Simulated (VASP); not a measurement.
Data:

```xyz
3
Lattice="1.8278 -3.1658 0.0000 1.8278 3.1658 0.0000 0.0000 0.0000 4.9687" Properties=species:S:1:pos:R:3 pbc="T T T"
Pt     0.0000     0.0000     0.0000
S      1.8278     1.0553     1.2456
S      1.8278    -1.0553     3.7231
```

All values below come from optB86b-vdW, VASP's PBE PAW potentials (set 64) (plane waves; VASP). Settings: 520 eV cut-off, 7×7×5 Γ-centred mesh, Gaussian smearing of 0.050 eV, potentials Pt S.

**Question.** The ions and cell shape at fixed volume are relaxed. Predict the relaxed structure.

**Answer.** 
```xyz
3
Lattice="1.7901 -3.1005 0.0000 1.7901 3.1005 0.0000 0.0000 0.0000 5.1802" Properties=species:S:1:pos:R:3 pbc="T T T"
Pt     0.0000     0.0000     0.0000
S      1.7901     1.0335     1.2292
S      1.7901    -1.0335     3.9510
```
Space group P-3m1 (164), at a tolerance of 0.03 Å.

**Question.** How much energy does the relaxation gain?

**Answer.** The energy (σ→0) changes by -21.6 meV/atom, in 6 ionic steps.

```
step  E(σ→0) (eV)  max force (eV/Å)  pressure (GPa)  volume (Å³)
----  -----------  ----------------  --------------  -----------
1        -10.1983             0.622           -7.08        57.50
2        -10.2373             0.331           -4.89        57.50
3        -10.2576             0.069           -1.86        57.50
4        -10.2577             0.112           -1.54        57.50
5        -10.2623             0.049           -1.20        57.50
6        -10.2631             0.006           -0.98        57.50
```

The compound is PtS2 in the 1T layered structure. This cell is one point of a volume scan, at 1.06 of the reference volume. Symmetry was kept, so distortions that lower it aren't found.
